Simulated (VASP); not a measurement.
Input of a VASP 6.6.1 run:

Contents of INCAR:

```
SYSTEM = Be16B
PREC = Accurate
ENCUT = 520
EDIFF = 1E-7
ISMEAR = 0
SIGMA = 0.15
LREAL = Auto
LASPH = .TRUE.
NELM = 100
ALGO = Normal
ISIF = 2
LWAVE = .FALSE.
LCHARG = .FALSE.
GGA = PE
IVDW = 12
NBANDS = 32
```

The input KPOINTS:

```
regular mesh
0
G
  4 4 3
  0 0 0
```

The input POSCAR:

```
Be16B
1.0
   -2.2900000000     -3.9663960000      0.0000000000
    3.4350000000     -1.9831980000      0.0000000000
    0.0000000000      0.0000000000      7.1768600000
Be B
16 1
Direct
    0.7854108209      0.5322354413     -0.0069553808
    0.5098586407      0.3709251401      0.2566570872
    0.7492389045      0.5180094999      0.5079953595
    0.4889091580      0.4141297868      0.7451450902
    0.5531688283      0.0679773491      0.0341104098
    0.2600174204      0.8621892266      0.2635498486
    0.4375927389     -0.0014548492      0.5508753469
    0.0884416908      0.7255780964      0.7219011427
    0.2819285170      0.5415394225     -0.0080971349
    0.0008105341      0.3405317543      0.2418535088
    0.2356887860      0.4866597124      0.4845968890
    0.0481923956      0.2391244244      0.7351687976
    0.0311384872      0.0076024726     -0.0016213555
    0.7567315844      0.8419437529      0.2554590400
   -0.0415637650      0.0054528263      0.4888126766
    0.7135474933      0.8983064679      0.7698227749
    0.3526283847     -0.0269098543      0.8301663593
```

Potentials or basis: VASP PAW PBE potentials, release 64 (Be, B).

The run is started by

```console
$ cat potpaw_PBE.64/Be/POTCAR potpaw_PBE.64/B/POTCAR > POTCAR
$ mpirun -np 1 vasp_std > vasp.out
```

**Question.** Estimate the largest force.

**Answer.** 0.024 eV/Å.

**Question.** What does it give for the dispersion energy per atom?

**Answer.** -0.354 eV.

**Question.** Predict the pressure.

**Answer.** 1.1 GPa.

Forces in eV/Å, atoms in the order of the input:
```
Be  -0.002 -0.001 -0.006
Be   0.002  0.005  0.002
Be  -0.002  0.000  0.000
Be  -0.003 -0.014  0.002
Be   0.001 -0.004  0.008
Be   0.001  0.000 -0.005
Be  -0.005 -0.002 -0.008
Be  -0.008  0.008  0.000
Be   0.003  0.002  0.003
Be   0.003 -0.004 -0.001
Be  -0.004  0.000 -0.005
Be   0.017  0.003 -0.001
Be   0.007  0.006  0.011
Be   0.001 -0.003 -0.001
Be   0.003  0.002 -0.003
Be   0.003 -0.001 -0.012
B   -0.018  0.003  0.016
```

Caveat: the k mesh is coarse (spacing up to 0.40 Å⁻¹), so the values aren't converged.
